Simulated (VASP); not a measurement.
The system is MgZr2O3.

```
Mg Zr O
1.0
     2.43070   -2.49770    0.00000
     2.43070    2.49770    0.00000
     0.00000    0.00000    7.93206
Mg Zr O
1 2 3
Direct
  0.00000 0.00000 0.00000
  0.50000 0.50000 0.00000
  0.00000 0.00000 0.50000
  0.50000 0.50000 0.25709
  0.50000 0.50000 0.74291
  0.50000 0.50000 0.50000
```

The cell was built by a generator and needn't be a form met in nature.

```yaml
Program: VASP 6.6.1
Task: relaxation of cell and atoms
Functional: PBE
Potentials_or_basis: VASP PAW PBE potentials, release 64 (Mg, Zr_sv, O)
Cutoff: 520 eV
k_mesh: 4 × 4 × 2
Occupations: gaussian, width 0.15 eV
Spin: no spin polarisation
```

At the start: pressure 5.3 GPa; volume 16.05 Å³/atom.

Problem. How do energy, volume and symmetry change on relaxing?

Solution. Over 10 steps the energy falls by 187.3 meV/atom and the volume is 18.30 Å³/atom (+14.0 %); space group Cmmm (No. 65, to 0.05 Å).

Step by step:
```tsv
step	energy change (eV)	largest force (eV/Å)	pressure (GPa)	volume (Å³)
1	0.0000	2.8687	5.35	96.31
2	-0.6459	0.5362	1.61	103.97
3	-0.6793	0.1572	1.04	106.05
4	-0.9635	1.3081	-3.71	111.71
5	-0.9641	1.3333	-3.51	111.79
6	-1.1164	0.2200	-0.02	109.74
7	-1.1180	0.3187	-0.32	109.92
8	-1.1179	0.3536	-0.39	109.97
9	-1.1034	0.6085	1.35	109.43
10	-1.1238	0.0343	0.12	109.78
```

Final structure:
```
Mg Zr O
1.0
     2.48412   -2.46553    0.00000
     2.48412    2.46553    0.00000
     0.00000    0.00000    8.96242
Mg Zr O
1 2 3
Cartesian
  0.0000 0.0000 0.0000
  2.4841 0.0000 0.0000
  0.0000 0.0000 4.4812
  2.4841 0.0000 1.9456
  2.4841 0.0000 7.0168
  2.4841 0.0000 4.4812
```

Caveat: the k mesh is coarse (spacing up to 0.45 Å⁻¹), so the values aren't converged.
